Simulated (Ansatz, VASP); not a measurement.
# SrBe3 in two plane-wave programs, part 2 of 2

Aim: how closely do two programs agree when they are given the same cell, functional and k mesh? The cell is generated by rule, not measured, and may not be a known phase. The cell is taken from a series of runs on this material, whose earlier steps may have relaxed, scaled, displaced or heated it; both programs get it as it stands.

VASP 6.6.1 and Ansatz 0.2.0.

So far: The structure; VASP: zone-centre phonons, PBEsol.

The structure was built from a prototype and need not be the compound's stable phase.

### 3. Ansatz: zone-centre phonons, PBEsol

Level of this step: Ansatz beside VASP: Kohn-Sham DFT, plane waves, PBEsol (Ansatz).

Ansatz runs on norm-conserving files, of PseudoDojo where its log says so.

The same cell, functional, mesh and smearing now go to Ansatz, which takes its cutoff from its data sets.

The input, input.yaml:

```yaml
crystal:
  lattice:
    - [4.1890090279, 0.0, 0.0]
    - [0.0, 4.1890090279, 0.0]
    - [0.0, 0.0, 4.1890090279]
  atoms:
    - { symbol: Be, position: [0.0, 0.5, 0.5] }
    - { symbol: Be, position: [0.5, 0.5, 0.0] }
    - { symbol: Be, position: [0.5, 0.0, 0.5] }
    - { symbol: Sr, position: [0.0, 0.0, 0.0] }
kpoints:
  mp_grid: { grid: [10, 10, 10] }
hamiltonian:
  xc: pbesol
  pseudopotentials: { kind: nc }
scf:
  occupations: { method: methfessel_paxton, width: 0.15 }
output:
  eigenvalues: true
phonons:
  method: dfpt
  qmesh: [2, 2, 2]
  temperatures: { t_max: 1000, t_step: 50 }
  qpath:
    path:
      - [[0.0, 0.0, 0.0], [0.0, 0.5, 0.0], [0.5, 0.5, 0.0], [0.0, 0.0, 0.0], [0.5, 0.5, 0.5], [0.0, 0.5, 0.0]]
      - [[0.5, 0.5, 0.5], [0.5, 0.5, 0.0]]
    npoints: 10
```

The run is started by

```
ansatz run input.yaml --threads 4 --pin off --max-ram 7168MiB --backend cpu --events-out ev --progress --plain --runs-dir out
```

Numbers of over 12 decimals in the logs are rounded to 6 here.

The program printed:

```text
Engine: ansatz 0.2.0, aarch64-unknown-linux-gnu
Pseudopotentials: kind: nc
Pseudopotential: Be, nc, valence charge 4, recommended cutoff 1197.300995 eV (normal), Be.nc.azcp (PseudoDojo's, or run here from an input of PseudoDojo's: the run reads no file of this project's for it)
Pseudopotential: Sr, nc, valence charge 10, recommended cutoff 925.187132 eV (normal), Sr.nc.azcp (PseudoDojo's, or run here from an input of PseudoDojo's: the run reads no file of this project's for it)
Functional definition: PBEsol
  exchange = pbesol_x
  correlation = pbesol_c
Crystal: 4 atoms, lattice volume = 73.508 Å³
Basis set: ecut = 1197.300995 eV, 6931 PW (Γ), exchange–correlation on 96×96×96 points (8 copies of the dense FFT grid, shifted against one another)
Bands: 15, of which v1, the nominal top of the filled ones, is band 11 counted from 1 (10 counted from 0)
Symmetry: 48 space group operations
k-points: 56 of 1000
Non-local potential: Be, projectors of the file, l = 0: 2, l = 1: 2
Non-local potential: Sr, projectors of the file, l = 0: 2, l = 1: 2, l = 2: 2
Initial density: superposition of atomic densities (chi_scale 0.1, normalization cell, long waves kept (reshape's long-wave potential 0.00 eV rms))
Initial wavefunctions: pseudopotential atomic-orbital guess
Functional: x = pbesol(κ = 0.804, μ = 0.123457), c = pbesol(β = 0.046)
SCF iter   1: F=—  HF=-2059.908684 eV  |F-HF|=—  |Δ(HF+E_count)|=         —  Δρ=2.86e-2  dr2=7.30e-1  ethr=3.10e-3  ⟨swp⟩=6.1  Hψ=5408  notcnv=0
preconditioner: auto → Kerker (q_TF=auto, 2.231 Å⁻¹)  [metal: Δε(μ)=0.009 eV  Ē_g=4.249 eV  σ=0.150 eV  W_gap=0.05  n_scr=18 (ndim 8)  ℏωp=12.2 eV  f_vac=0.000  D(μ)=3.92/eV (n_scr^D=32)]
SCF iter   2: F=—  HF=-2059.739555 eV  |F-HF|=—  |Δ(HF+E_count)|=   1.69e-1  S|Δr|=    0.00e0  Δρ=1.53e-2  dr2=2.86e-1  ethr=3.10e-3  ⟨swp⟩=1.3  Hψ=1308  notcnv=0
SCF iter   3: F=—  HF=-2059.632815 eV  |F-HF|=—  |Δ(HF+E_count)|=   1.07e-1  S|Δr|=    0.00e0  Δρ=2.74e-3  dr2=2.23e-3  ethr=1.30e-3  ⟨swp⟩=3.1  Hψ=1443  notcnv=0
SCF iter   4: F=—  HF=-2059.632999 eV  |F-HF|=—  |Δ(HF+E_count)|=   1.84e-4  S|Δr|=    0.00e0  Δρ=3.80e-4  dr2=8.44e-5  ethr=1.02e-5  ⟨swp⟩=2.1  Hψ=1301  notcnv=0
SCF iter   5: F=—  HF=-2059.633010 eV  |F-HF|=—  |Δ(HF+E_count)|=   1.08e-5  S|Δr|=    0.00e0  Δρ=9.22e-5  dr2=6.10e-6  ethr=3.84e-7  ⟨swp⟩=2.2  Hψ=1304  notcnv=0
SCF iter   6: F=—  HF=-2059.633010 eV  |F-HF|=—  |Δ(HF+E_count)|=   3.48e-7  S|Δr|=    0.00e0  Δρ=1.35e-5  dr2=8.24e-8  ethr=2.77e-8  ⟨swp⟩=1.1  Hψ=868  notcnv=0
SCF iter   7: F=—  HF=-2059.633102 eV  |F-HF|=—  |Δ(HF+E_count)|=   9.17e-5  S|Δr|=    0.00e0  Δρ=2.50e-6  dr2=3.78e-9  ethr=3.75e-10  ⟨swp⟩=2.2  Hψ=1329  notcnv=0
SCF iter   8: F=—  HF=-2059.633102 eV  |F-HF|=—  |Δ(HF+E_count)|=  4.95e-10  S|Δr|=    0.00e0  Δρ=3.82e-7  dr2=9.05e-11  ethr=1.72e-11  ⟨swp⟩=2.5  Hψ=1424  notcnv=0
SCF iter   9: F=-2059.633102 eV  HF=-2059.633102 eV  |F-HF|=9.09e-13  |Δ(HF+E_count)|=  5.00e-12  S|Δr|=    0.00e0  Δρ=8.24e-8  dr2=4.25e-12  ethr=1.00e-12  ⟨swp⟩=8.5  Hψ=5093  notcnv=0
the search or the solves at the SCF's close seem to have found levels that the self-consistency loop had missed (the run counts 2). By its estimate they hold under 1e-12 electrons; where the run keeps them, the occupations were computed again with them
SCF 1 converged in 9 iterations: F = -2059.633102 eV  dr2 = 4.25e-12
Initial density: read from a saved state, or passed on in memory by an earlier SCF of this step, an earlier step, the calling program or the single point that the run made first
iter 1 solved again at ethr=5.49e-8 eV; its pass at ethr=3.10e-3 eV (dr2=1.21e-5 eV) is discarded
SCF iter   1: F=—  HF=-2059.633012 eV  |F-HF|=—  |Δ(HF+E_count)|=         —  Δρ=5.48e-7  dr2=1.63e-10  ethr=5.49e-8  ⟨swp⟩=4.3  Hψ=8519  notcnv=0
eigensolver tolerance schedule: the retry pair's looser diagonalisation over-reported the residual by 74208.51 of it (diagonalisation noise at an unbounded share of the residual, at the tolerance the schedule requests for it); recorded, not acted on — ethr = c·dr2/N_el stays at c = 1.0e-1
preconditioner: auto → Kerker (q_TF=auto, 2.231 Å⁻¹)  [metal: Δε(μ)=0.029 eV  Ē_g=4.326 eV  σ=0.150 eV  W_gap=0.16  n_scr=18 (ndim 8)  ℏωp=12.2 eV  f_vac=0.000  D(μ)=3.31/eV (n_scr^D=26)]
SCF iter   2: F=—  HF=-2059.633102 eV  |F-HF|=—  |Δ(HF+E_count)|=   8.97e-5  S|Δr|=    0.00e0  Δρ=2.75e-7  dr2=2.91e-11  ethr=1.00e-12  ⟨swp⟩=4.1  Hψ=2384  notcnv=0
SCF iter   3: F=—  HF=-2059.633102 eV  |F-HF|=—  |Δ(HF+E_count)|=  2.27e-12  S|Δr|=    0.00e0  Δρ=1.92e-7  dr2=1.61e-11  ethr=1.00e-12  ⟨swp⟩=5.2  Hψ=3085  notcnv=0
SCF iter   4: F=-2059.633102 eV  HF=-2059.633102 eV  |F-HF|=1.36e-12  |Δ(HF+E_count)|=  4.09e-12  S|Δr|=    0.00e0  Δρ=7.77e-8  dr2=3.74e-12  ethr=1.00e-12  ⟨swp⟩=2.2  Hψ=1699  notcnv=0
SCF 2 converged in 4 iterations: F = -2059.633102 eV  dr2 = 3.74e-12
phonons: the bands overlap, so this run is a metal and interpolates without the dipole-dipole term. If the crystal is really an insulator or semiconductor, its LO-TO splitting is missing
NSCF: frozen V_eff on 56 k-points
WARN: eigensolver did not converge (k=45): 1 band(s) unlocked after 2 eigensolves, warm-restarted (20 sweeps on the last) at ethr=1.09e-12 eV (storage-precision floor; scheduled 1.00e-12 eV) (lowest unlocked band 14, counted from 0; max residual 1.59e-5 eV among the unlocked bands, 1.59e-5 eV over every band; other slots of this pass that fall short are told together in one closing line; warning suppressed until the next SCF loop or pass starts)
WARN: eigensolver did not converge in 5 slots of this pass, the one above among them; of largest residual over every band (k=48): 1 band(s) unlocked (lowest unlocked band 14, counted from 0; max residual 1.69e-4 eV among the unlocked bands, 1.69e-4 eV over every band); of lowest unlocked band (k=45): band 14
NSCF: frozen V_eff on 216 k-points
DFPT response loops at q = (0, 0, 0) (fractional): preconditioner auto → Kerker (q_TF=auto, 2.231 Å⁻¹) (partly filled bands, converged f_vac=0.000); β = 1.00, the filter's whole step (`scf.mixing.beta` (0.50) is not read by the response loops under this deck's `scf.mixing.preconditioner`; to damp them name `kerker` or `kerker_dos`, under which they read `scf.mixing.beta`, and type it under 1.00, their step now; both keys bind the ground state too); Broyden in place of MSR1
NSCF: frozen V_eff on 432 k-points
DFPT response loops at q = (0, 0, -0.5) (fractional): mixed as the last ones told, above
NSCF: frozen V_eff on 432 k-points
DFPT response loops at q = (0, -0.5, -0.5) (fractional): mixed as the last ones told, above
NSCF: frozen V_eff on 432 k-points
DFPT response loops at q = (-0.5, -0.5, -0.5) (fractional): mixed as the last ones told, above
SCF converged after 9 iterations
Stability not checked: this state was not tested for a lower state beside it, because cold or Methfessel-Paxton smearing, or corrected tetrahedra, fill the levels in a way that the test cannot read (fill_not_monotonic; see scf.lower_state_search)
Free energy (F): -2059.633102 eV
Harris-Foulkes:  -2059.633102 eV  (|F-HF|=9.09e-13)
Internal energy: -2059.634117 eV  (E = F + TS)
E sigma→0 (E₀):  -2059.633355 eV
Entropy (-TS):   0.001015 eV (0.254 meV/atom)
Fermi energy:    5.807480 eV
--- Per-component energies (eV) ---
  E_band       = -655.727798
  E_kinetic    = 951.273795
  E_local      = -1187.483118  (includes V_loc(G=0)·N_el)
  E_nonlocal   = -693.849092
  E_hartree    = 343.516186
  E_xc         = -414.953526
  E_vxc        = -412.701749  (∫ρ·V_xc dr)
  E_ewald      = -1058.138362
  E_smearing   = 0.001015  (= −TS)
  E_closure    = 0.000000  (closes the sum)
  Σ components = -2059.633102   (vs F -2059.633102, Δ=0.00e0)
--- Band table (eV; the first three rows and the last of 56) ---
  k-point 0: bands = [... 7 lower, -0.5106, 5.5304, 5.5304, 6.1760, 6.1760, 6.1760, 10.5904, 10.5904]
  k-point 1: bands = [... 7 lower, -0.4149, 4.9729, 5.5709, 6.1585, 6.1585, 6.6632, 9.8396, 9.8396]
  k-point 2: bands = [... 7 lower, -0.1359, 4.1168, 5.6863, 6.1006, 6.1006, 7.3996, 9.2612, 9.2612]
  k-point 55: bands = [... 7 lower, 3.8022, 3.8022, 3.8022, 3.8560, 5.6287, 5.6287, 5.6287, 11.5379]
--- Phonons (Γ-DFPT): 3 representative perturbations + reference (Σ response iterations 9) ---
  ASR residual: 5.416e-5 → 0.000e0 eV/Å²; symmetrization residual: 1.752e-6 eV/Å²
  ASR residual per site (eV/Å²): 3.04e-5 3.04e-5 3.04e-5 5.42e-5
  Γ frequencies (cm⁻¹): -311.38 -311.38 -311.38 0.00 0.00 0.00 301.90 301.90 301.90 327.50 327.50 327.50
--- Phonons (arbitrary-q DFPT): 4 irreducible q on the 2×2×2 mesh ---
  q = [0.0000, 0.0000, 0.0000] (star 1, of the zone-centre solve; hermiticity 5.02e-7, symmetrization 1.08e-14): -311.38 -311.38 -311.38 -0.00 -0.00 0.00 301.90 301.90 301.90 327.50 327.50 327.50
  q = [0.0000, 0.0000, -0.5000] (star 3, 7 solved perturbations in 1332 linear systems a pass and spin channel, the states on 216 of 1000 k-point pairs; hermiticity 1.46e-7, symmetrization 7.28e-8, the responses' own estimated error 3.9e-5 eV/Å²): -320.69 -320.69 -292.74 74.96 74.96 161.08 239.10 246.98 277.64 277.64 283.68 283.68
  q = [0.0000, -0.5000, -0.5000] (star 3, 7 solved perturbations in 1332 linear systems a pass and spin channel, the states on 216 of 1000 k-point pairs; hermiticity 8.58e-8, symmetrization 2.85e-8, the responses' own estimated error 3.6e-5 eV/Å²): -360.07 -329.65 -259.52 -68.42 -68.42 -59.25 146.62 221.24 221.24 268.87 268.87 382.01
  q = [-0.5000, -0.5000, -0.5000] (star 1, 3 solved perturbations in 468 linear systems a pass and spin channel, the states on 216 of 1000 k-point pairs; hermiticity 7.74e-8, symmetrization 3.99e-11, the responses' own estimated error 2.4e-5 eV/Å²): -357.18 -184.51 -184.51 -184.51 -177.13 -177.13 255.56 255.56 255.56 391.55 391.55 391.55
  sum rule: each row above includes the acoustic sum rule's correction from the zone centre's row sums; it moved no ω² by more than (0.96 cm⁻¹)²
  mesh force constants: q→R imaginary residual 1.61e-17; ASR residual 5.416e-5 → 0.000e0 eV/Å²; symmetrization residual 3.997e-15 eV/Å²
  interpolated dispersion: 62 rows × 12 modes
  density of states and harmonic sums: on the 16×16×16 q-mesh, interpolated from the force constants of a 2×2×2 supercell (no non-analytic term)
  largest difference from the sums on the solved wave vectors: F 1.01e-1 eV, S 1.34e-4 and C_V 3.24e-5 eV/K
  zero-point energy: 0.110528 eV/cell   skipped modes (ω ≤ 0): 742, of them read as no rigid motion or as one in doubt: 739 (4.498e0 modes/cell left out, lowest -363.61 cm⁻¹)   left out of the sums: 3.75e-1 of the cell's modes: C_V's classical limit lies that fraction below 3 k_B per atom; for a crystal, a wire or a layer, F and S can be off by more, and a phonons.interpolated_qmesh denser along its periods is the remedy for the sampling
```

In the SCF lines HF is the Harris–Foulkes energy and dr2 the Hartree energy of the density residual, in eV; the loop may stop once dr2 is under the threshold and the program's other checks hold. Hψ counts applications of the Hamiltonian.

### 4. Side by side

Known differences besides the potentials themselves: VASP's run holds the zone centre alone; the data sets hold 22 valence electrons in Ansatz (on norm-conserving files, of PseudoDojo where its log says so) and 16 in VASP; the cutoff is 1197.3 eV in Ansatz and 600 eV in VASP. Total energies have different zeros and are not compared.

Compared:

```tsv
quantity	Ansatz	VASP	difference
optical mode 1 to 3 (imaginary, printed as negative) (cm⁻¹)	-311.4	-310.5	-0.9
optical mode 4 to 6 (cm⁻¹)	301.9	303.0	-0.36 %
optical mode 7 to 9 (cm⁻¹)	327.5	328.4	-0.26 %
```

Modes are paired by rising frequency, not by their patterns, so a pair may set unlike modes beside each other; they are those without the splitting of longitudinal modes.

### 5. Summary of results

```json
{
 "r.m.s. difference of the optical zone-centre modes, each program's sorted by frequency (zone-centre phonons, PBEsol)": "0.97 cm⁻¹"
}
```

The r.m.s. difference of the optical zone-centre modes, each program's sorted by frequency is 0.97 cm⁻¹ (zone-centre phonons, PBEsol). The data sets hold unlike numbers of valence electrons (22 in Ansatz and 16 in VASP), so part of the differences comes from the potentials. Such differences can come from data sets, numerical settings and the points named under the comparisons, not from the functional's error against experiment.

[Lines on the potential files, build, host, timing and source positions are cut from VASP's logs without a mark.]

[Logs are printed without paths, hosts, clocks, repeated set-up lines and the standing remarks that a program may print on its own settings, such as how far it seeks lower states.]

[Hosts, paths, dates, database ids (printed as entryN), source tags and the programs' standing remarks are cut or masked in the printed files.]
